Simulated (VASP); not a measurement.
**GaSn: relaxation of cell and atoms with PW91**

The system is GaSn.

```
Ga Sn
1.0
     0.00000    2.90288    3.09822
     2.72925    0.00000    3.09822
     2.72925    2.90288    0.00000
Ga Sn
1 1
Direct
  0.50000 0.50000 0.50000
  0.00000 0.00000 0.00000
```

The cell was built by a generator and needn't be a form met in nature.

- Program: VASP 6.6.1
- Task: relaxation of cell and atoms
- Functional: PW91
- Potentials or basis: VASP PAW PBE potentials, release 64 (Ga_d, Sn_d)
- Cutoff: 600 eV
- k mesh: 8 × 8 × 8
- Occupations: fermi-dirac, width 0.05 eV
- Spin: no spin polarisation
- Further INCAR settings: ALGO = Normal; EDIFF = 1e-06; IBRION = 2; EDIFFG = -0.02; NSW = 40; ISIF = 3

```
Relaxed volume                         : 24.50 Å³/atom
Relaxed cell                           : a = 4.105 Å, b = 4.108 Å, c = 4.110 Å, α = 59.93°, β = 60.02°, γ = 60.05°
Space group after relaxing (to 0.05 Å) : Fm-3m (No. 225)
Energy gained by relaxing              : 58.6 meV/atom
Ionic steps                            : 9
Pressure after relaxing                : 0.0 GPa
Band gap on the k mesh                 : none (metal or under the smearing width)
```

Stress tensor (GPa, compression positive):
```
-0.12  0.00  0.00
 0.00  0.01  0.00
 0.00  0.00  0.07
```

Step by step:
| step | energy change (eV) | largest force (eV/Å) | pressure (GPa) | volume (Å³) |
| --- | --- | --- | --- | --- |
| 1 | 0.0000 | 0.0000 | 1.13 | 49.09 |
| 2 | -0.0955 | 0.0000 | -1.01 | 50.26 |
| 3 | -0.1013 | 0.0000 | -1.84 | 51.15 |
| 4 | -0.1069 | 0.0000 | -1.63 | 50.82 |
| 5 | -0.1071 | 0.0000 | -1.57 | 50.73 |
| 6 | -0.1168 | 0.0000 | 0.04 | 48.96 |
| 7 | -0.1169 | 0.0000 | -0.14 | 49.11 |
| 8 | -0.1169 | 0.0000 | -0.03 | 49.08 |
| 9 | -0.1171 | 0.0000 | -0.01 | 49.01 |

Final structure:
```xyz
2
Lattice="0.0000 2.9035 2.9014 2.9087 0.0000 2.9014 2.9087 2.9035 0.0000" Properties=species:S:1:pos:R:3 pbc="T T T"
Ga    2.9087    2.9035    2.9014
Sn    2.9087    2.9035    0.0000
```

Levels at points of the mesh, in eV from the Fermi level:
| k point | band 11 | band 12 | band 13 | band 14 | band 15 | band 16 | band 17 |
| --- | --- | --- | --- | --- | --- | --- | --- |
| (0.00, 0.00, 0.00) | -10.66 | 1.18 | 1.19 | 1.20 | 1.22 | 6.78 | 6.87 |
| (0.50, 0.00, 0.00) | -7.67 | -6.97 | 1.87 | 1.88 | 2.45 | 2.46 | 3.36 |
| (0.50, 0.50, 0.00) | -7.11 | -4.37 | -3.20 | -1.54 | -1.52 | 3.45 | 9.78 |
| (0.50, 0.00, 0.50) | -7.12 | -4.37 | -3.19 | -1.54 | -1.51 | 3.45 | 9.79 |
| (0.00, 0.50, 0.50) | -7.15 | -4.37 | -3.16 | -1.52 | -1.51 | 3.46 | 9.77 |

Wall time 2.7 min on 1 thread of Intel(R) Xeon(R) 6975P-C (Granite Rapids), on a shared host, peak memory 0.28 GiB.

Caveat: the PAW data sets were made with another functional, which shifts forces and pressure a little.
